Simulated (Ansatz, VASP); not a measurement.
One calculation of CsTl, two programs

File INCAR:

```
PREC = Accurate ; ENCUT = 600
EDIFF = 1E-6 ; ISMEAR = 0
SIGMA = 0.1 ; LREAL = F
LASPH = T ; NELM = 100
ALGO = Normal ; ISIF = 3
LWAVE = F ; LCHARG = F
GGA = PE ; IBRION = 2
NSW = 100 ; EDIFFG = -0.01
```

Contents of KPOINTS:

```
regular mesh
0
Gamma
  12 12 12
```

POSCAR

```
CsTl
1.0
    4.6635967755      0.0000000000      0.0000000000
    0.0000000000      4.6635967755      0.0000000000
    0.0000000000      0.0000000000      4.6635967755
Cs Tl
1 1
Direct
    0.5000000000      0.5000000000      0.5000000000
    0.0000000000      0.0000000000      0.0000000000
```

Input for Ansatz:

```yaml
crystal:
  lattice:
    - [4.6635967755, 0.0, 0.0]
    - [0.0, 4.6635967755, 0.0]
    - [0.0, 0.0, 4.6635967755]
  atoms:
    - { symbol: Cs, position: [0.5, 0.5, 0.5] }
    - { symbol: Tl, position: [0.0, 0.0, 0.0] }
basis:
  ecutwfc: 420
kpoints:
  mp_grid: { grid: [12, 12, 12] }
hamiltonian:
  xc: pbe
scf:
  occupations: { method: gaussian, width: 0.1 }
output:
  forces: true
  stress: true
  eigenvalues: true
relax:
  adjacent_minimum: "off"
  f_tol: 0.01
  max_steps: 80
  cell: { stress_tol: 0.05 }
```

Change from the starting cell: species swapped into the RbAu type (Pm-3m, No. 221).

Alike in both runs: task relaxation of cell and atoms; functional PBE; k mesh 12 × 12 × 12; occupations gaussian, width 0.1 eV; no spin polarisation.

|  | VASP | Ansatz |
| --- | --- | --- |
| version | VASP 6.6.1 | Ansatz 0.2.0 |
| potentials or method | VASP PAW PBE potentials, release 64 (Cs_sv, Tl_d) | scalar-relativistic, plane waves, PAW |
| plane-wave cutoff (eV) | 600 | 420 |
| valence electrons in the cell | 22 | 22 |

|  | VASP | Ansatz | Ansatz less VASP |
| --- | --- | --- | --- |
| gap on the k mesh at the Fermi level, each at its own relaxed structure (eV) | none | none | - |
| relaxed volume (Å³/atom) | 50.71 | 50.71 | 0.000 |
| relaxed cell length with the largest relative difference (Å) | 4.664 | 4.664 | 0.0000 |

A gap of «none» marks a metal or a gap that the smearing closes.

Caveats: the relaxation stopped at its first step, so nothing moved. The runs have no spin-orbit coupling, so splittings on Cs, Tl are missing.
